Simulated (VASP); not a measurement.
# B2C (I4_1/amd) in VASP: a series of runs

The runs below take B2C through relaxation of cell and atoms, with PBE.

Program: VASP 6.6.1. These are calculated values, not measurements. Logs are shortened: lines on timing, memory, paths and dates and some standing lists are left out, and cuts for length are marked.

## Step 1: The crystal as given

Symmetry: I4_1/amd, No. 141, tetragonal system. Conventional cell: a = 2.795 Å, b = 2.795 Å, c = 12.445 Å, α = 90.00°, β = 90.00°, γ = 90.00°. B (site symmetry 2mm) is surrounded by 2 C at 1.74 Å and 2 B at 1.74 Å. Around C (site symmetry -4m2) lie 4 B at 1.74 Å.

The cell was built by a generator and needn't be a form met in nature.

## Step 2: Relaxation of cell and atoms, PBE

File INCAR:

```
SYSTEM = B2C
PREC = Normal ; ENCUT = 520
EDIFF = 1E-4 ; ISMEAR = 0
SIGMA = 0.15 ; LREAL = .False.
LASPH = .True. ; NELM = 60
ALGO = Fast ; ISIF = 3
LWAVE = .False. ; LCHARG = .False.
GGA = PE ; IBRION = 2
NSW = 24 ; EDIFFG = -0.08
```

File KPOINTS:

```
Automatic mesh
0
Gamma
  8 8 8
  0 0 0
```

File POSCAR:

```
B2C
1.0
   -1.3973763300      1.3973763300      6.2222794900
    1.3973763300     -1.3973763300      6.2222794900
    1.3973763300      1.3973763300     -6.2222794900
B C
4 2
Direct
    0.4167000000      0.9167000000      0.5000000000
    0.0833000000      0.5833000000      0.5000000000
    0.3333000000      0.3333000000      0.0000000000
    0.6667000000      0.6667000000      0.0000000000
    0.0000000000      0.0000000000      0.0000000000
    0.7500000000      0.2500000000      0.5000000000
```

Potentials or basis: VASP PAW PBE potentials, release 64 (B, C).

The run is started by

```sh
cat potpaw_PBE.64/B/POTCAR potpaw_PBE.64/C/POTCAR > POTCAR
mpirun -np 1 vasp_std > vasp.out
```

OUTCAR:

```text
SYSTEM = B2C
   PREC = Normal
   ENCUT = 520
   EDIFF = 1E-4
   ISMEAR = 0
   LREAL = .False.
   LASPH = .True.
   NELM = 60
   ISIF = 3
   GGA = PE
   IBRION = 2
   NSW = 24
   EDIFFG = -0.08

 ion  position               nearest neighbor table
   1  0.417  0.917  0.500-   5 1.74   5 1.74   3 1.74   3 1.74
   2  0.083  0.583  0.500-   5 1.74   5 1.74   4 1.74   4 1.74
   3  0.333  0.333  0.000-   6 1.74   6 1.74   1 1.74   1 1.74
   4  0.667  0.667  0.000-   6 1.74   6 1.74   2 1.74   2 1.74
   5  0.000  0.000  0.000-   2 1.74   1 1.74   2 1.74   1 1.74
   6  0.750  0.250  0.500-   3 1.74   4 1.74   3 1.74   4 1.74

  LATTYP: Found a body centered tetragonal cell.
 ALAT       =     2.7947526600
 C/A-ratio  =     4.4528301764

  Lattice vectors:

 A1 = (  -1.3973763300,   1.3973763300,   6.2222794900)
 A2 = (   1.3973763300,  -1.3973763300,   6.2222794900)
 A3 = (   1.3973763300,   1.3973763300,  -6.2222794900)

Analysis of symmetry for initial positions (statically):
=====================================================================
 Subroutine PRICEL returns:
 Original cell was already a primitive cell.

 Routine SETGRP: Setting up the symmetry group for a
 body centered tetragonal supercell.

 Subroutine GETGRP returns: Found 16 space group operations
 (whereof  8 operations were pure point group operations)
 out of a pool of 16 trial point group operations.

The static configuration has the point symmetry D_2d.
 The point group associated with its full space group is D_4h.

Analysis of symmetry for dynamics (positions and initial velocities):
=====================================================================
 Subroutine PRICEL returns:
 Original cell was already a primitive cell.

 Routine SETGRP: Setting up the symmetry group for a
 body centered tetragonal supercell.

 Subroutine GETGRP returns: Found 16 space group operations
 (whereof  8 operations were pure point group operations)
 out of a pool of 16 trial point group operations.

The dynamic configuration has the point symmetry D_2d.
 The point group associated with its full space group is D_4h.

 Subroutine INISYM returns: Found 16 space group operations
 (whereof  8 operations are pure point group operations),
 and found     1 'primitive' translations

----------------------------------------------------------------------------------------

                                     Primitive cell

  volume of cell :      48.6000

  direct lattice vectors                    reciprocal lattice vectors
    -1.397376330  1.397376330  6.222279490     0.000000000  0.357813417  0.080356403
     1.397376330 -1.397376330  6.222279490     0.357813417  0.000000000  0.080356403
     1.397376330  1.397376330 -6.222279490     0.357813417  0.357813417  0.000000000

  length of vectors
     6.528559050  6.528559050  6.528559050     0.366725501  0.366725501  0.506024588

  position of ions in fractional coordinates (direct lattice)
     0.416700000  0.916700000  0.500000000
     0.083300000  0.583300000  0.500000000
     0.333300000  0.333300000  0.000000000
     0.666700000  0.666700000  0.000000000
     0.000000000  0.000000000  0.000000000
     0.750000000  0.250000000  0.500000000

  ion indices of the primitive-cell ions
   primitive index   ion index
                 1           1
                 2           2
                 3           3
                 4           4
                 5           5
                 6           6

----------------------------------------------------------------------------------------

 KPOINTS: Automatic mesh

Automatic generation of k-mesh.
 Grid dimensions read from file:
 generate k-points for:    8    8    8

 Generating k-lattice:

  Cartesian coordinates                     Fractional coordinates (reciprocal lattice)
     0.000000000  0.044726677  0.010044550     0.125000000  0.000000000  0.000000000
     0.044726677  0.000000000  0.010044550     0.000000000  0.125000000  0.000000000
     0.044726677  0.044726677  0.000000000     0.000000000  0.000000000  0.125000000

[... 47 lines left out ...]
  Thomas-Fermi vector in A             =   2.353009
   LORBIT       =      0    0 simple, 1 ext, 2 COOP (PROOUT), +10 PAW based schemes
   GGA     = PE    functional components
   LHFCALC =     F    Hartree Fock is set to
   AEXX    =    0.0000 exact exchange contribution
   IVDW    =     0    specifies the selected vdW correction
   LEPSILON=     F    determine dielectric tensor
   LRPA    =     F    only Hartree local field effects (RPA)
 conjugate gradient relaxation of ions
 non-spin polarized calculation
 RMM-DIIS sequential band-by-band and
 Gauss-broadening in eV      SIGMA  =   0.15
  energy-cutoff  :      520.00
  volume of cell :       48.60
 maximum number of plane-waves:      1340
   NGX = 25   NGY = 25   NGZ = 25

--------------------------------------- Ionic step        1  -------------------------------------------

 number of electron      20.0000002 magnetization

 Free energy of the ion-electron system (eV)
  ---------------------------------------------------
  ext. energy  EPLUGINS =         0.00000000
  ---------------------------------------------------
  free energy    TOTEN  =       -40.71646937 eV

  energy without entropy =      -40.68296911  energy(sigma->0) =      -40.69971924

------------------------ aborting loop because EDIFF is reached ----------------------------------------

  FORCE on cell =-STRESS in cart. coord.  units (eV):
  Direction    XX          YY          ZZ          XY          YZ          ZX
  --------------------------------------------------------------------------------------
  -------------------------------------------------------------------------------------
  Total       -5.9190530     -5.9190530     -7.9541204      0.0000000      0.0000000      0.0000000
  in kB     -195.1311200   -195.1311200   -262.2203966      0.0000000      0.0000000      0.0000000
  external PRESSURE =    -217.4942122 kB  Pullay stress =       0.0000000 kB
[... 225 lines left out ...]
  energy  without entropy=      -43.2888769287  energy(sigma->0) =      -43.29172173

--------------------------------------- Ionic step        7  -------------------------------------------

 number of electron      19.9999999 magnetization

 Free energy of the ion-electron system (eV)
  ---------------------------------------------------
  ext. energy  EPLUGINS =         0.00000000
  ---------------------------------------------------
  free energy    TOTEN  =       -43.31704878 eV

  energy without entropy =      -43.31179467  energy(sigma->0) =      -43.31442172

 E-fermi :   5.5910     XC(G=0): -11.7268

 val. band max:        5.5051407665   @ k =  -0.3750  -0.3750   0.2500
 cond. band min:       5.7737703346   @ k =  -0.3750   0.5000   0.1250
 fundamental gap:      0.2686295681
 Fermi energy:         5.5909588488

 k-point     1 :       0.0000    0.0000    0.0000
  band No.  band energies     occupation
      1     -10.5180      2.00000
      2      -8.7141      2.00000
      3      -4.6518      2.00000
      4       2.1521      2.00000
      5       2.2014      2.00000
      6       2.2014      2.00000
      7       2.5398      2.00000
      8       2.5398      2.00000
      9       3.0425      2.00000
     10       9.0072      0.00000
     11      10.1245      0.00000
     12      10.1245      0.00000
     13      11.0223      0.00000
     14      11.9716      0.00000
[... 375 lines left out ...]
 k-point    24 :       0.3750    0.1250    0.1250
  band No.  band energies     occupation
      1      -6.8693      2.00000
      2      -6.2790      2.00000
      3      -3.7960      2.00000
      4      -2.7338      2.00000
      5       0.3623      2.00000
      6       0.4376      2.00000
      7       1.1441      2.00000
      8       1.2881      2.00000
      9       2.8871      2.00000
     10       3.9693      2.00000
     11       4.6977      2.00000
     12       6.0302      0.00003
     13      11.2478      0.00000
     14      13.4437      0.00000

 [... further k-points ...]
[... 5 lines left out ...]
  --------------------------------------------------------------------------------------
  -------------------------------------------------------------------------------------
  Total       -0.1021543     -0.1021543      0.1712056      0.0000000      0.0000000      0.0000000
  in kB       -3.7090340     -3.7090340      6.2161609      0.0000000      0.0000000      0.0000000
  external PRESSURE =      -0.4006357 kB  Pullay stress =       0.0000000 kB
[... 21 lines left out ...]
  FREE ENERGIE OF THE ION-ELECTRON SYSTEM (eV)
  ---------------------------------------------------
  free  energy   TOTEN  =       -43.3170487806 eV

  energy  without entropy=      -43.3117946654  energy(sigma->0) =      -43.31442172

 reached required accuracy - stopping structural energy minimisation
```

Wall time 96 s (1 thread of Intel Xeon Platinum 8488C (Sapphire Rapids), shared host); peak memory 0.22 GiB.

Results:

| Item | Value |
| --- | --- |
| Free energy | -43.3170 eV |
| Relaxed volume | 7.35 Å³/atom |
| Relaxed cell | a = 6.187 Å, b = 6.187 Å, c = 6.187 Å, α = 154.41°, β = 154.41°, γ = 36.51° |
| Space group after relaxing (to 0.05 Å) | I4_1/amd (No. 141) |
| Energy gained by relaxing | 433.4 meV/atom |
| Ionic steps | 7 |
| Pressure after relaxing | 0.0 GPa |
| Largest force after relaxing | 0.003 eV/Å |
| Band gap on the k mesh | none (metal or under the smearing width) |

Forces in eV/Å, atoms in the order of the input:
```
B    0.000  0.000  0.003
B    0.000  0.000 -0.003
B    0.000  0.000 -0.003
B    0.000  0.000  0.003
C    0.000  0.000  0.000
C    0.000  0.000  0.000
```

Step by step:
```tsv
step	energy change (eV)	largest force (eV/Å)	pressure (GPa)	volume (Å³)
1	0.0000	3.6642	-21.75	48.60
2	-2.3337	1.1882	15.52	41.26
3	-2.3361	0.9308	18.27	40.98
4	-2.4992	1.1254	2.16	44.27
5	-2.5650	0.4773	7.39	43.06
6	-2.5781	0.3677	-5.38	45.00
7	-2.6006	0.0033	-0.04	44.13
```

Final structure:
```yaml
crystal:
  lattice:
    - [-1.37029, 1.37029, 5.87520]
    - [1.37029, -1.37029, 5.87520]
    - [1.37029, 1.37029, -5.87520]
  atoms:
    - { symbol: B, position: [0.43512, 0.93512, 0.50000] }
    - { symbol: B, position: [0.06488, 0.56488, 0.50000] }
    - { symbol: B, position: [0.31488, 0.31488, 0.00000] }
    - { symbol: B, position: [0.68512, 0.68512, 0.00000] }
    - { symbol: C, position: [0.00000, 0.00000, 0.00000] }
    - { symbol: C, position: [0.75000, 0.25000, 0.50000] }
```

Caveat: the k mesh is coarse (spacing up to 0.40 Å⁻¹), so the values aren't converged; the relaxation stopped at a loose force limit of 0.08 eV/Å, so its end isn't a converged minimum.

(Continued in part 2 of 2.)
